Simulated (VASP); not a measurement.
Input of a VASP 6.6.1 run:

Contents of INCAR:

```
PREC = Normal ; ENCUT = 520
EDIFF = 1E-4 ; ISMEAR = 0
SIGMA = 0.15 ; LREAL = F
LASPH = T ; NELM = 60
ALGO = Fast ; ISIF = 3
LWAVE = F ; LCHARG = F
GGA = PE ; IBRION = 2
NSW = 24 ; EDIFFG = -0.08
```

Contents of KPOINTS:

```
regular mesh
0
Gamma
  5 5 2
```

Contents of POSCAR:

```
Ga3BiO4
1.0
    3.5000000000      0.0000000000      0.0000000000
   -1.7500000000      3.0310889100      0.0000000000
    0.0000000000      0.0000000000     11.0000000000
Ga Bi O
3 1 4
Direct
    0.3333333300      0.6666666700      0.3000000000
    0.6666666700      0.3333333300      0.7000000000
    0.0000000000      0.0000000000      0.5000000000
    0.0000000000      0.0000000000      0.0000000000
    0.3333333300      0.6666666700      0.1270000000
    0.6666666700      0.3333333300      0.8730000000
    0.6666666700      0.3333333300      0.4100000000
    0.3333333300      0.6666666700      0.5900000000
```

Potentials or basis: VASP PAW PBE potentials, release 64 (Ga_d, Bi_d, O).

Launch:

```sh
$ cat potpaw_PBE.64/Ga_d/POTCAR potpaw_PBE.64/Bi_d/POTCAR potpaw_PBE.64/O/POTCAR > POTCAR
$ mpirun -np 1 vasp_std > vasp.out
```

Problem. What does it give for the relaxed volume?

Solution. 15.07 Å³/atom.

Problem. Estimate the band gap on the k mesh.

Solution. 0.94 eV, direct.

Problem. Predict the space group after relaxing (to 0.05 Å).

Solution. P-3m1 (No. 164).

Problem. Predict the relaxed cell.

Solution. a = 3.290 Å, b = 3.290 Å, c = 12.867 Å, α = 90.00°, β = 90.00°, γ = 120.00°.

Stress tensor (GPa, compression positive):
```
-0.60  0.00  0.00
 0.00 -0.60  0.00
 0.00  0.00  0.03
```

Caveat: spin-orbit coupling is left out, which as a rule narrows the gap of such compounds by several tenths of an eV; an odd mesh through Γ misses points on the zone boundary, where band edges often lie.
